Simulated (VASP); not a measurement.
# Si2Ni: how numerical settings change the zone-centre modes, part 2 of 2

How far do the zone-centre frequencies of Si2Ni depend on the numerical settings? The starting structure is a measured crystal structure from the Crystallography Open Database.

VASP 6.6.1.

Results so far: reference T2g 321.3 cm⁻¹; a 6×6×6 mesh T2g 342.4 cm⁻¹.

**4. Modes with a cutoff of 270 eV**

Level of this step: LDA, zero-moment start; plane waves and PAW (Ni, Si) (VASP).

Against step 2 the input has ENCUT = 270.

INCAR reads:

```
SYSTEM = Si2Ni
PREC = Accurate
ENCUT = 270
EDIFF = 1E-08
NELM = 100
ISMEAR = 0
SIGMA = 0.05
LREAL = .FALSE.
ALGO = Normal
GGA = CA
NBANDS = 16
ISPIN = 2
MAGMOM = 0 0 0
LASPH = .TRUE.
LMAXMIX = 4
LORBIT = 11
LWAVE = .FALSE.
LCHARG = .FALSE.
KPAR = 8
IBRION = 8
ISIF = 2
```

POSCAR reads:

```
Si2Ni
1.0
    0.0000000000      2.6750509140      2.6750509140
    2.6750509140      0.0000000000      2.6750509140
    2.6750509140      2.6750509140      0.0000000000
Ni Si
1 2
Direct
    0.0000000000      0.0000000000      0.0000000000
    0.7500000000      0.7500000000      0.7500000000
    0.2500000000      0.2500000000      0.2500000000
```

KPOINTS reads:

```
Automatic mesh
0
Gamma
12 12 12
0 0 0
```

PAW data sets: Ni and Si (LDA family, release 64).

Started as:

```
mpirun -np 8 vasp_std
```

What it wrote:

```text
[... set-up lines as in an earlier step ...]
 entering main loop
       N       E                     dE             d eps       ncg     rms          rms(c)
DAV:   1     0.365676457211E+02    0.36568E+02   -0.51426E+03  4800   0.672E+02
DAV:   2    -0.202512762213E+02   -0.56819E+02   -0.52162E+02  5472   0.156E+02
DAV:   3    -0.219052383721E+02   -0.16540E+01   -0.16395E+01  5816   0.291E+01
DAV:   4    -0.219248183570E+02   -0.19580E-01   -0.19576E-01  5616   0.338E+00
[...]
DAV:  15    -0.198640631448E+02   -0.13103E-07   -0.16026E-07  5488   0.317E-03    0.141E-03
DAV:  16    -0.198640631100E+02    0.34790E-07   -0.41485E-08  5448   0.451E-03    0.309E-04
DAV:  17    -0.198640631095E+02    0.51023E-09   -0.63146E-09  2640   0.701E-04
   1 F= -.19864063E+02 E0= -.19863323E+02  d E =-.148024E-02  mag=     0.0000
 Linear response reoptimize wavefunctions to high precision
DAV:   1    -0.198640631097E+02   -0.26421E-09   -0.57484E-10  2784   0.203E-04
DAV:   2    -0.198640631097E+02    0.75033E-11   -0.76278E-11  2552   0.895E-05
 Linear response DOF=           2
[...]
RMM:  11    -0.189806928168E+00    0.55315E-07    0.39536E-11 19003   0.212E-05    0.527E-06
RMM:  12    -0.189806898553E+00    0.29615E-07   -0.32088E-10 18335   0.120E-05    0.219E-06
RMM:  13    -0.189806901091E+00   -0.25378E-08   -0.14216E-10 16997   0.892E-06    0.299E-07
 first order change of Fermi-energy  -0.29786E-03
 force on displaced ion       1 direction 1 : -10.247   0.000   0.000
 Linear response progress:
  Degree of freedom:   2/  2
       N       E                     dE             d eps       ncg     rms          rms(c)
RMM:   1    -0.200196654342E-01   -0.20020E-01    0.34804E-02 45389   0.109E+00
RMM:   2    -0.179660934563E-01    0.20536E-02   -0.12050E-03 27926   0.423E-01    0.105E-01
RMM:   3    -0.181027211826E-01   -0.13663E-03   -0.31104E-04 29923   0.110E-01    0.546E-02
RMM:   4    -0.182581799139E-01   -0.15546E-03   -0.58837E-05 28693   0.492E-02    0.101E-02
[...]
RMM:   9    -0.182457135107E-01    0.62906E-06   -0.20453E-08 31598   0.209E-04    0.538E-05
RMM:  10    -0.182456383172E-01    0.75194E-07    0.11611E-08 32498   0.589E-05    0.237E-05
RMM:  11    -0.182456417280E-01   -0.34108E-08    0.13112E-09 32451   0.160E-05    0.618E-06
 first order change of Fermi-energy  -0.77595E-05
 force on displaced ion       2 direction 1 :  -7.870  -0.000  -0.000
 Linear response finished
```

Wall time 28 s (8 MPI ranks of Intel Xeon 6975P-C (Granite Rapids), shared host); peak memory 2.8 GiB; 3.5 min of CPU time.

Parts of OUTCAR (step 4):

```text
  Total       -0.3244783     -0.3244783     -0.3244783     -0.0000000      0.0000000     -0.0000000
  in kB      -13.5790724    -13.5790724    -13.5790724     -0.0000000      0.0000000     -0.0000000
  external PRESSURE =     -13.5790724 kB  Pullay stress =       0.0000000 kB

 POSITION                                       TOTAL-FORCE (eV/Angst)
 -----------------------------------------------------------------------------------
      0.00000      0.00000      0.00000         0.000000     -0.000000     -0.000000
      4.01258      4.01258      4.01258         0.000000      0.000000     -0.000000
      1.33753      1.33753      1.33753        -0.000000     -0.000000      0.000000
 -----------------------------------------------------------------------------------
    total drift:                                0.000000      0.000000      0.000000

 magnetization (x)
# of ion       s       p       d       tot
------------------------------------------
    1        0.000   0.000  -0.000   0.000
    2        0.000   0.000   0.000   0.000
    3        0.000   0.000   0.000   0.000
--------------------------------------------------
tot          0.000   0.000  -0.000   0.000

[... 1 part as in an earlier step ...]

[... 1 further part left out ...]
```

With a cutoff of 270 eV the modes are T2g 320.0, T1u 312.2 cm⁻¹; the largest shift is -2.0 cm⁻¹, in T1u, from the reference.

**5. Modes with a 14×14×14 mesh**

Against step 2 the input has a 14×14×14 mesh.

Changes to INCAR since step 4:

```diff
@@ -2,3 +2,3 @@
 PREC = Accurate
-ENCUT = 270
+ENCUT = 450
 EDIFF = 1E-08
```

POSCAR is that of step 4.

KPOINTS reads:

```
Automatic mesh
0
Gamma
14 14 14
0 0 0
```

Started as:

```
mpirun -np 8 vasp_std
```

What it wrote:

```text
[... set-up lines as in an earlier step ...]
 entering main loop
       N       E                     dE             d eps       ncg     rms          rms(c)
DAV:   1     0.576208888117E+02    0.57621E+02   -0.70907E+03  6704   0.104E+03
DAV:   2    -0.188587638111E+02   -0.76480E+02   -0.69978E+02  7520   0.202E+02
DAV:   3    -0.219243090288E+02   -0.30655E+01   -0.30227E+01  8664   0.445E+01
DAV:   4    -0.219734056820E+02   -0.49097E-01   -0.49074E-01  7928   0.553E+00
[...]
DAV:  15    -0.198993992948E+02    0.94517E-07   -0.39092E-07  9528   0.977E-03    0.144E-03
DAV:  16    -0.198993992704E+02    0.24428E-07   -0.47432E-08  8856   0.415E-03    0.249E-04
DAV:  17    -0.198993992711E+02   -0.78057E-09   -0.63870E-09  4040   0.629E-04
   1 F= -.19899399E+02 E0= -.19898864E+02  d E =-.107069E-02  mag=    -0.0000
 Linear response reoptimize wavefunctions to high precision
DAV:   1    -0.198993992714E+02   -0.24215E-09   -0.12459E-09  4400   0.555E-04
DAV:   2    -0.198993992714E+02    0.16598E-10   -0.17476E-10  3968   0.116E-04
 Linear response DOF=           2
[...]
RMM:  14    -0.189787095104E+00   -0.82155E-08   -0.73811E-10 23555   0.165E-05    0.310E-07
 first order change of Fermi-energy  -0.31869E-03
 force on displaced ion       1 direction 1 : -10.457   0.000   0.000
 Linear response progress:
  Degree of freedom:   2/  2
       N       E                     dE             d eps       ncg     rms          rms(c)
RMM:   1    -0.207636324084E-01   -0.20764E-01    0.28638E-02 67906   0.118E+00
RMM:   2    -0.180727716673E-01    0.26909E-02   -0.10497E-03 41962   0.507E-01    0.100E-01
RMM:   3    -0.182598882704E-01   -0.18712E-03   -0.45562E-04 46174   0.145E-01    0.535E-02
RMM:   4    -0.184133546210E-01   -0.15347E-03   -0.58169E-05 43257   0.557E-02    0.920E-03
RMM:   5    -0.184064701403E-01    0.68845E-05   -0.20252E-06 47692   0.146E-02    0.475E-03
RMM:   6    -0.183954701399E-01    0.11000E-04    0.30190E-07 48104   0.486E-03    0.756E-04
RMM:   7    -0.184004749321E-01   -0.50048E-05   -0.44544E-07 47704   0.172E-03    0.503E-04
RMM:   8    -0.183985831500E-01    0.18918E-05    0.20393E-07 48371   0.671E-04    0.108E-04
RMM:   9    -0.183985914872E-01   -0.83372E-08    0.74005E-09 49472   0.228E-04    0.615E-05
 first order change of Fermi-energy   0.65002E-04
 force on displaced ion       2 direction 1 :  -8.429   0.000   0.000
 Linear response finished
```

The job ended after 76 s (8 MPI ranks; peak memory 6.7 GiB).

Parts of OUTCAR (step 5):

```text
  Total        0.0766681      0.0766681      0.0766681      0.0000000     -0.0000000      0.0000000
  in kB        3.2084796      3.2084796      3.2084796      0.0000000     -0.0000000      0.0000000
  external PRESSURE =       3.2084796 kB  Pullay stress =       0.0000000 kB

 POSITION                                       TOTAL-FORCE (eV/Angst)
 -----------------------------------------------------------------------------------
      0.00000      0.00000      0.00000        -0.000000      0.000000     -0.000000
      4.01258      4.01258      4.01258        -0.000000     -0.000000      0.000000
      1.33753      1.33753      1.33753         0.000000     -0.000000     -0.000000
 -----------------------------------------------------------------------------------
    total drift:                               -0.000000     -0.000000      0.000000

 magnetization (x)
# of ion       s       p       d       tot
------------------------------------------
    1       -0.000  -0.000   0.000   0.000
    2        0.000   0.000   0.000   0.000
    3        0.000   0.000   0.000   0.000
--------------------------------------------------
tot          0.000   0.000   0.000   0.000

[... 1 part as in an earlier step ...]

[... 1 further part left out ...]
```

With a 14×14×14 mesh the modes are T2g 335.4, T1u 315.0 cm⁻¹; the largest shift is +14.1 cm⁻¹, in T2g, from the reference.

**6. Modes with a smearing width of 0.02 eV**

Against step 2 the input has SIGMA = 0.02.

Changes to INCAR since step 5:

```diff
@@ -6,3 +6,3 @@
 ISMEAR = 0
-SIGMA = 0.05
+SIGMA = 0.02
 LREAL = .FALSE.
```

POSCAR is that of step 5.

KPOINTS reads:

```
Automatic mesh
0
Gamma
12 12 12
0 0 0
```

Started as:

```
mpirun -np 8 vasp_std
```

What it wrote:

```text
[... set-up lines as in an earlier step ...]
 entering main loop
       N       E                     dE             d eps       ncg     rms          rms(c)
DAV:   1     0.580613215886E+02    0.58061E+02   -0.72103E+03  4712   0.104E+03
DAV:   2    -0.188712763339E+02   -0.76933E+02   -0.69968E+02  5176   0.203E+02
DAV:   3    -0.219220752790E+02   -0.30508E+01   -0.29999E+01  6000   0.444E+01
DAV:   4    -0.219713848789E+02   -0.49310E-01   -0.49292E-01  5456   0.556E+00
[...]
DAV:  15    -0.198971884235E+02   -0.33702E-07   -0.23806E-07  5632   0.112E-02    0.213E-03
DAV:  16    -0.198971883703E+02    0.53181E-07   -0.10577E-07  5816   0.826E-03    0.236E-04
DAV:  17    -0.198971883700E+02    0.32719E-09   -0.51820E-09  2632   0.835E-04
   1 F= -.19897188E+02 E0= -.19896958E+02  d E =-.459753E-03  mag=    -0.0000
 Linear response reoptimize wavefunctions to high precision
DAV:   1    -0.198971883701E+02   -0.15189E-09   -0.86708E-10  2960   0.245E-04
DAV:   2    -0.198971883701E+02    0.11369E-11   -0.13348E-10  2528   0.119E-04
 Linear response DOF=           2
[...]
RMM:  11    -0.189765550430E+00    0.40879E-07   -0.16696E-10 19374   0.339E-05    0.623E-06
RMM:  12    -0.189765514145E+00    0.36285E-07   -0.42091E-10 19114   0.130E-05    0.293E-06
RMM:  13    -0.189765506216E+00    0.79291E-08   -0.84980E-11 18128   0.822E-06    0.654E-07
 first order change of Fermi-energy  -0.26273E-03
 force on displaced ion       1 direction 1 : -10.406   0.000   0.000
 Linear response progress:
  Degree of freedom:   2/  2
       N       E                     dE             d eps       ncg     rms          rms(c)
RMM:   1    -0.207921376331E-01   -0.20792E-01    0.28525E-02 44341   0.118E+00
RMM:   2    -0.181003032642E-01    0.26918E-02   -0.99662E-04 27599   0.507E-01    0.109E-01
RMM:   3    -0.183384213776E-01   -0.23812E-03   -0.46764E-04 30050   0.147E-01    0.563E-02
RMM:   4    -0.185497158523E-01   -0.21129E-03   -0.81437E-05 28618   0.581E-02    0.110E-02
[...]
RMM:  10    -0.185342834871E-01    0.31630E-07   -0.65523E-09 32153   0.142E-04    0.269E-05
RMM:  11    -0.185343250732E-01   -0.41586E-07   -0.88867E-09 31332   0.535E-05    0.913E-06
RMM:  12    -0.185343239785E-01    0.10947E-08   -0.17077E-09 33119   0.175E-05    0.596E-06
 first order change of Fermi-energy  -0.50926E-05
 force on displaced ion       2 direction 1 :  -6.874  -0.000  -0.000
 Linear response finished
```

Run time: 57 s. Hardware: 8 MPI ranks; peak memory 4.9 GiB; 7.4 min of CPU time.

From OUTCAR (step 6):

```text
  Total       -0.0003267     -0.0003267     -0.0003267      0.0000000      0.0000000      0.0000000
  in kB       -0.0136706     -0.0136706     -0.0136706      0.0000000      0.0000000      0.0000000
  external PRESSURE =      -0.0136706 kB  Pullay stress =       0.0000000 kB

 POSITION                                       TOTAL-FORCE (eV/Angst)
 -----------------------------------------------------------------------------------
      0.00000      0.00000      0.00000        -0.000000      0.000000     -0.000000
      4.01258      4.01258      4.01258        -0.000000      0.000000      0.000000
      1.33753      1.33753      1.33753         0.000000     -0.000000     -0.000000
 -----------------------------------------------------------------------------------
    total drift:                               -0.000000     -0.000000      0.000000

 magnetization (x)
# of ion       s       p       d       tot
------------------------------------------
    1        0.000   0.000   0.000   0.000
    2       -0.000  -0.000   0.000  -0.000
    3       -0.000  -0.000   0.000  -0.000
--------------------------------------------------
tot         -0.000  -0.000   0.000  -0.000

[... 2 parts as in an earlier step ...]
```

With a smearing width of 0.02 eV the modes are T1u 314.1, T2g 287.5 cm⁻¹; the largest shift is -33.8 cm⁻¹, in T2g, from the reference.

**7. Modes with finite displacements**

Against step 2 the input has IBRION = 6, NFREE = 2 and POTIM = 0.015 (also changed: NSW).

Changes to INCAR since step 6:

```diff
@@ -6,3 +6,3 @@
 ISMEAR = 0
-SIGMA = 0.02
+SIGMA = 0.05
 LREAL = .FALSE.
@@ -19,3 +19,6 @@
 KPAR = 8
-IBRION = 8
+IBRION = 6
+NFREE = 2
+POTIM = 0.015
+NSW = 1
 ISIF = 2
```

POSCAR is that of step 6.

KPOINTS is that of step 6.

Started as:

```
mpirun -np 8 vasp_std
```

What it wrote:

```text
[... set-up lines as in an earlier step ...]
 entering main loop
       N       E                     dE             d eps       ncg     rms          rms(c)
[... 17 cycles as in an earlier step ...]
   1 F= -.19897974E+02 E0= -.19897236E+02  d E =-.147451E-02  mag=    -0.0000
[...]
2 F= -.19896803E+02 E0= -.19896066E+02  d E =-.147391E-02  mag=     0.0000
[...]
3 F= -.19896803E+02 E0= -.19896066E+02  d E =-.147392E-02  mag=     0.0000
[...]
4 F= -.19897079E+02 E0= -.19896379E+02  d E =-.139919E-02  mag=    -0.0000
[...]
5 F= -.19897079E+02 E0= -.19896379E+02  d E =-.139921E-02  mag=     0.0000
 Finite differences progress:
  Degree of freedom:   2/  2
  Displacement:        2/  2
  Total:               4/  4
```

It took 47 s on 8 MPI ranks; peak memory 3.9 GiB; 6.1 min of CPU time.

From OUTCAR (step 7):

```text
  Total        0.0043446      0.0023841      0.0023841      0.0000000     -0.1177101      0.0000000
  in kB        0.1818173      0.0997701      0.0997701      0.0000000     -4.9260437      0.0000000
  external PRESSURE =       0.1271192 kB  Pullay stress =       0.0000000 kB

 POSITION                                       TOTAL-FORCE (eV/Angst)
 -----------------------------------------------------------------------------------
      0.00000      0.00000      0.00000        -0.078305     -0.000000     -0.000000
      3.99758      4.01258      4.01258         0.119704      0.000000      0.000000
      1.33753      1.33753      1.33753        -0.041399      0.000000      0.000000
 -----------------------------------------------------------------------------------
    total drift:                                0.000044      0.000000      0.000000

  FREE ENERGIE OF THE ION-ELECTRON SYSTEM (eV)
  ---------------------------------------------------
  free  energy   TOTEN  =       -19.8970787816 eV

  energy  without entropy=      -19.8956795713  energy(sigma->0) =      -19.89637918

 magnetization (x)
# of ion       s       p       d       tot
------------------------------------------
    1        0.000   0.000   0.000   0.000
    2        0.000  -0.000   0.000  -0.000
    3        0.000  -0.000   0.000  -0.000
--------------------------------------------------
tot          0.000   0.000   0.000   0.000

[... 2 parts as in an earlier step ...]

[... 1 further part left out ...]
[key lines of the parts left out:]
E-fermi :  10.8146
```

The last energy, forces and stress in OUTCAR belong to the last displaced cell, not to that of POSCAR.

With finite displacements the modes are T2g 322.5, T1u 314.3 cm⁻¹; the largest shift is +1.2 cm⁻¹, in T2g, from the reference.

**8. The runs compared**

```tsv
run	T2g	T1u	method	core minutes
reference	321.3	314.2	perturbation theory	9.07
a 6×6×6 mesh	342.4	314.8	perturbation theory	2.64
a cutoff of 270 eV	320.0	312.2	perturbation theory	3.73
a 14×14×14 mesh	335.4	315.0	perturbation theory	10.1
a smearing width of 0.02 eV	287.5	314.1	perturbation theory	7.6
finite displacements	322.5	314.3	finite displacements	6.27
```

Modes are in cm⁻¹, degenerate ones as one, matched between runs by symmetry and order. A number in brackets counts the listed modes of one symmetry from the lowest. The symmetry labels come from an automatic analysis and can be wrong where levels nearly coincide. Core minutes are wall time times ranks of the run shown, on a shared host.

**9. Results**

```
T2g, reference                   : 321.3 cm⁻¹
T1u, reference                   : 314.2 cm⁻¹
T2g, a 6×6×6 mesh                : 342.4 cm⁻¹
T1u, a 6×6×6 mesh                : 314.8 cm⁻¹
T2g, a cutoff of 270 eV          : 320.0 cm⁻¹
T1u, a cutoff of 270 eV          : 312.2 cm⁻¹
T2g, a 14×14×14 mesh             : 335.4 cm⁻¹
T1u, a 14×14×14 mesh             : 315.0 cm⁻¹
T2g, a smearing width of 0.02 eV : 287.5 cm⁻¹
T1u, a smearing width of 0.02 eV : 314.1 cm⁻¹
T2g, finite displacements        : 322.5 cm⁻¹
T1u, finite displacements        : 314.3 cm⁻¹
```

In words: The largest change comes with a smearing width of 0.02 eV: -33.8 cm⁻¹ in T2g. On finer settings the modes change by up to +14.1 cm⁻¹ in T2g with a 14×14×14 mesh. So the reference isn't converged for T2g. These runs have no gap; if the crystal is a semiconductor, they miss the splitting of its polar modes and hang more on mesh and smearing. Other changes move the modes by more: +21.1 cm⁻¹ in T2g with a 6×6×6 mesh and -33.8 cm⁻¹ in T2g with a smearing width of 0.02 eV. Further runs on this material are not shown.

[Lines on the potential files, build, host, timing and source positions are cut from VASP's logs without a mark.]

[Logs are printed without paths, hosts, clocks, repeated set-up lines and the standing remarks that a program may print on its own settings, such as how far it seeks lower states.]

[Hosts, paths, dates, database ids (printed as entryN), source tags and the programs' standing remarks are cut or masked in the printed files.]
